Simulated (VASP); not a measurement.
These are PBE GGA with D3 dispersion (Becke-Johnson damping), VASP's PBE PAW potentials (set 64) (plane waves; VASP 6.6.1) values and carry that method's errors.

VASP ran on this input.

KPOINTS:
```
Automatic mesh
0
Gamma
11 11 9
0 0 0
```

**POSCAR**
```
ZrB2
1
    1.5397616665    -2.6669458869     0.0000000000
    1.5397616665     2.6669458869     0.0000000000
    0.0000000000     0.0000000000     3.4435162865
Zr B
1 2
Direct
  0.0000000000   0.0000000000   0.0000000000
  0.3333330000   0.6666670000   0.5000000000
  0.6666670000   0.3333330000   0.5000000000
```

### INCAR
```
ALGO=Normal
EDIFF=1E-7
EDIFFG=-0.01
ENCUT=520
GGA=PE
IBRION=2
ISIF=4
ISMEAR=1
IVDW=12
LASPH=T
LCHARG=F
LMAXMIX=4
LREAL=F
LWAVE=F
NELM=100
NSW=30
PREC=Accurate
SIGMA=0.1
SYSTEM=ZrB2
```

POTCAR, in this order: Zr_sv B (PBE.64 set). Program: vasp_std.

What VASP printed:

**OSZICAR**
```
       N       E                     dE             d eps       ncg     rms          rms(c)
DAV:   1     0.118170507564E+03    0.11817E+03   -0.10120E+04  2080   0.140E+03
DAV:   2    -0.218655119124E+02   -0.14004E+03   -0.13460E+03  2420   0.347E+02
DAV:   3    -0.274981581023E+02   -0.56326E+01   -0.55863E+01  3318   0.620E+01
DAV:   4    -0.276218950537E+02   -0.12374E+00   -0.12366E+00  2562   0.840E+00
DAV:   5    -0.276250994132E+02   -0.32044E-02   -0.32043E-02  3234   0.107E+00    0.259E+01
DAV:   6    -0.248420661997E+02    0.27830E+01   -0.77095E+00  2496   0.209E+01    0.108E+01
DAV:   7    -0.247948148283E+02    0.47251E-01   -0.99399E-01  3108   0.680E+00    0.362E+00
DAV:   8    -0.247978362966E+02   -0.30215E-02   -0.13092E-01  2488   0.349E+00    0.830E-01
DAV:   9    -0.247937862954E+02    0.40500E-02   -0.22197E-02  2597   0.130E+00    0.164E-01
DAV:  10    -0.247936938292E+02    0.92466E-04   -0.97715E-04  2561   0.295E-01    0.461E-02
DAV:  11    -0.247937007424E+02   -0.69132E-05   -0.32877E-05  2826   0.649E-02    0.176E-02
DAV:  12    -0.247937004971E+02    0.24528E-06   -0.34978E-06  2859   0.197E-02    0.347E-03
DAV:  13    -0.247937005977E+02   -0.10059E-06   -0.53182E-07  2679   0.656E-03    0.174E-03
DAV:  14    -0.247937005098E+02    0.87898E-07   -0.54496E-08  1295   0.259E-03
   1 F= -.26068002E+02 E0= -.26068017E+02  d E =-.260680E+02
       N       E                     dE             d eps       ncg     rms          rms(c)
DAV:   1    -0.247956736946E+02   -0.19731E-02   -0.98454E-02  2235   0.319E+00    0.224E-01
DAV:   2    -0.247947700361E+02    0.90366E-03   -0.21319E-03  2350   0.409E-01    0.126E-01
DAV:   3    -0.247944020927E+02    0.36794E-03   -0.98290E-04  2400   0.290E-01    0.290E-02
DAV:   4    -0.247944008579E+02    0.12349E-05   -0.21668E-05  2273   0.435E-02    0.110E-02
DAV:   5    -0.247944008710E+02   -0.13187E-07   -0.87684E-07  2692   0.102E-02
   2 F= -.26068517E+02 E0= -.26068507E+02  d E =-.515001E-03
       N       E                     dE             d eps       ncg     rms          rms(c)
DAV:   1    -0.247944152674E+02   -0.14410E-04   -0.20404E-03  2230   0.459E-01    0.324E-02
DAV:   2    -0.247943965434E+02    0.18724E-04   -0.44440E-05  2360   0.589E-02    0.183E-02
DAV:   3    -0.247943888212E+02    0.77222E-05   -0.20280E-05  2400   0.416E-02    0.412E-03
DAV:   4    -0.247943888236E+02   -0.24065E-08   -0.42715E-07  2280   0.613E-03
   3 F= -.26068532E+02 E0= -.26068525E+02  d E =-.529324E-03
```

File OUTCAR:
```
------------------------ aborting loop because EDIFF is reached ----------------------------------------
 Edisp (eV)   -1.27414
  FORCE on cell =-STRESS in cart. coord.  units (eV):
  Direction    XX          YY          ZZ          XY          YZ          ZX
  --------------------------------------------------------------------------------------
  Total       3.06177     3.06177     3.06092     0.00000     0.00000    -0.00000
  in kB     173.45358   173.45364   173.40569     0.00000     0.00000    -0.00000
  external pressure =      173.44 kB  Pullay stress =        0.00 kB
  volume of cell :       28.28
      direct lattice vectors                 reciprocal lattice vectors
     1.542171600 -2.671120055  0.000000000     0.324218135 -0.187187393 -0.000000000
     1.542171600  2.671120055 -0.000000000     0.324218135  0.187187393 -0.000000000
     0.000000000 -0.000000000  3.432762359     0.000000000  0.000000000  0.291310582
 POSITION                                       TOTAL-FORCE (eV/Angst)
 -----------------------------------------------------------------------------------
      0.00000     -0.00000      0.00000        -0.000000     -0.000000      0.000000
      1.54217      0.89038      1.71638         0.000000      0.000000      0.000000
      1.54217     -0.89038      1.71638         0.000000     -0.000000     -0.000000
 -----------------------------------------------------------------------------------
    total drift:                                0.000000      0.000000      0.000000
  FREE ENERGIE OF THE ION-ELECTRON SYSTEM (eV)
  ---------------------------------------------------
  free  energy   TOTEN  =       -26.0685316946 eV

  energy  without entropy=      -26.0685119400  energy(sigma->0) =      -26.06852511

 reached required accuracy - stopping structural energy minimisation
```
(Selected blocks of OUTCAR.)

**CONTCAR**
```
ZrB2
   1.00000000000000
     1.5421716001823491   -2.6711200545383047    0.0000000000000000
     1.5421716001823491    2.6711200545383047   -0.0000000000000000
     0.0000000000000000   -0.0000000000000000    3.4327623590076715
  Zr              B
     1     2
Direct
     0.0000000000000000    0.0000000000000000    0.0000000000000000
     0.3333330000000032    0.6666669999999968    0.5000000000000000
     0.6666669999999968    0.3333330000000032    0.5000000000000000
```

The compound is ZrB2 in the AlB2 type structure. This cell is one point of a volume scan, at 0.94 of the reference volume. Symmetry was kept, so distortions that lower it aren't found.
